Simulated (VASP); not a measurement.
Method: PBEsol GGA, VASP's PBE PAW potentials (set 64) (plane waves; VASP).

VASP ran on this input.

**KPOINTS**
```
Automatic mesh
0
Gamma
6 6 1
0 0 0
```

**INCAR**
```
SYSTEM = Pb(210) slab
PREC = Normal
ENCUT = 400
EDIFF = 1E-6
NELM = 100
ALGO = Normal
LREAL = .FALSE.
LASPH = .TRUE.
ISMEAR = 1
SIGMA = 0.1
GGA = PS
LMAXMIX = 4
LWAVE = .FALSE.
LCHARG = .FALSE.
NELMIN = 4
LDIPOL = .TRUE.
IDIPOL = 3
DIPOL = 0.5 0.5 0.5
LVHAR = .TRUE.
LORBIT = 11
```

### POSCAR
```
Pb(210) slab
1
    6.0357723974     0.0000000000     0.0000000000
    4.0238482649     4.4987991109     0.0000000000
    0.0000000000     0.0000000000    25.9536639056
Pb
10
Direct
  0.1427773309   0.1427773309   0.3194363618
  0.4519877761   0.4519877761   0.3499716993
  0.7494623814   0.7494623814   0.3917508761
  0.0499096147   0.0499096147   0.4355593147
  0.3542087024   0.3542087024   0.4762607011
  0.6457912976   0.6457912976   0.5237392989
  0.9500903853   0.9500903853   0.5644406853
  0.2505376186   0.2505376186   0.6082491239
  0.5480122239   0.5480122239   0.6500283007
  0.8572226691   0.8572226691   0.6805636382
```

POTCAR, in this order: Pb_d (PBE.64 set). Program: vasp_std. Read from the step before: WAVECAR.

Output of the run:

### OUTCAR
```
 ion  position               nearest neighbor table
   1  0.143  0.143  0.319-   4 3.18   3 3.31   3 3.31   2 3.33   2 3.33   2 3.50
   2  0.452  0.452  0.350-   1 3.33   1 3.33   5 3.45   3 3.45   4 3.49   4 3.49   3 3.50   3 3.50
                             1 3.50
   3  0.749  0.749  0.392-   1 3.31   1 3.31   2 3.45   4 3.49   4 3.49   5 3.49   5 3.49   2 3.50
                             2 3.50   4 3.50   6 3.61
   4  0.050  0.050  0.436-   1 3.18   5 3.44   5 3.44   2 3.49   2 3.49   3 3.49   3 3.49   3 3.50
                             5 3.52   7 3.52   6 3.53   6 3.53
   5  0.354  0.354  0.476-   4 3.44   4 3.44   6 3.44   2 3.45   3 3.49   3 3.49   4 3.52   7 3.53
                             7 3.53   6 3.59   6 3.59   8 3.61
   6  0.646  0.646  0.524-   7 3.44   7 3.44   5 3.44   9 3.45   8 3.49   8 3.49   7 3.52   4 3.53
                             4 3.53   5 3.59   5 3.59   3 3.61
   7  0.950  0.950  0.564-  10 3.18   6 3.44   6 3.44   9 3.49   9 3.49   8 3.49   8 3.49   8 3.50
                             6 3.52   4 3.52   5 3.53   5 3.53
   8  0.251  0.251  0.608-  10 3.31  10 3.31   9 3.45   7 3.49   7 3.49   6 3.49   6 3.49   9 3.50
                             9 3.50   7 3.50   5 3.61
   9  0.548  0.548  0.650-  10 3.33  10 3.33   6 3.45   8 3.45   7 3.49   7 3.49   8 3.50   8 3.50
                            10 3.50
  10  0.857  0.857  0.681-   7 3.18   8 3.31   8 3.31   9 3.33   9 3.33   9 3.50
  LATTYP: Found a base centered orthorhombic cell.
 ALAT       =     4.9281875122
 B/A-ratio  =     2.2360679824
 C/A-ratio  =     5.2663710221
 Subroutine PRICEL returns:
 Original cell was already a primitive cell.
...
```

OSZICAR:
```
       N       E                     dE             d eps       ncg     rms          rms(c)
DAV:   1    -0.383717302068E+02   -0.38372E+02   -0.85218E-06  2240   0.685E-02    0.234E-03
DAV:   2    -0.383717292793E+02    0.92752E-06   -0.45324E-06  1744   0.569E-02    0.125E-03
DAV:   3    -0.383717292197E+02    0.59612E-07   -0.94316E-07  1452   0.159E-02    0.972E-04
DAV:   4    -0.383717292813E+02   -0.61693E-07   -0.81241E-07  1252   0.864E-03
   1 F= -.38371729E+02 E0= -.38372759E+02  d E =0.309036E-02
```

### OUTCAR
```
------------------------ aborting loop because EDIFF is reached ----------------------------------------
  FORCE on cell =-STRESS in cart. coord.  units (eV):
  Direction    XX          YY          ZZ          XY          YZ          ZX
  --------------------------------------------------------------------------------------
  Total       -2.5940150     -1.5679478     -0.2838155     -0.5735890      0.0725761      0.1622853
  in kB       -5.8973232     -3.5646267     -0.6452360     -1.3040170      0.1649971      0.3689450
  external PRESSURE =      -3.3690620 kB  Pullay stress =       0.0000000 kB
  volume of cell :      704.74
      direct lattice vectors                 reciprocal lattice vectors
     6.035772397  0.000000000  0.000000000     0.165678878 -0.148187694  0.000000000
     4.023848265  4.498799111  0.000000000     0.000000000  0.222281541  0.000000000
     0.000000000  0.000000000 25.953663906     0.000000000  0.000000000  0.038530205
 POSITION                                       TOTAL-FORCE (eV/Angst)
 -----------------------------------------------------------------------------------
      1.43629      0.64233      8.29054        -0.010176     -0.004551     -0.010185
      4.54683      2.03340      9.08305        -0.003199     -0.001430      0.009654
      7.53931      3.37168     10.16737        -0.003254     -0.001455      0.014839
      0.50207      0.22453     11.30436        -0.005238     -0.002343      0.020826
      3.56321      1.59351     12.36071         0.004186      0.001872      0.008072
      6.49642      2.90529     13.59295        -0.004186     -0.001872     -0.008072
      9.55755      4.27427     14.64930         0.005238      0.002343     -0.020826
      2.52031      1.12712     15.78629         0.003254      0.001455     -0.014839
      5.51280      2.46540     16.87062         0.003199      0.001430     -0.009654
      8.62333      3.85647     17.66312         0.010176      0.004551      0.010185
 -----------------------------------------------------------------------------------
    total drift:                                0.000000      0.000000      0.000000
  FREE ENERGIE OF THE ION-ELECTRON SYSTEM (eV)
  ---------------------------------------------------
  free  energy   TOTEN  =       -38.3717292813 eV

  energy  without entropy=      -38.3748196424  energy(sigma->0) =      -38.37275940

 total charge

# of ion       s       p       d       tot
------------------------------------------
    1        1.383   0.757   9.801  11.941
    2        1.379   0.754   9.802  11.935
    3        1.390   0.748   9.807  11.945
    4        1.390   0.774   9.808  11.971
    5        1.399   0.729   9.807  11.935
    6        1.399   0.729   9.807  11.935
    7        1.390   0.774   9.808  11.971
    8        1.390   0.748   9.807  11.945
    9        1.379   0.754   9.802  11.935
   10        1.383   0.757   9.801  11.941
--------------------------------------------------
tot         13.882   7.526  98.050 119.458
```
(Selected blocks of OUTCAR.)

The cell is a thin slab with vacuum, built from Pb (fcc): (210) face.
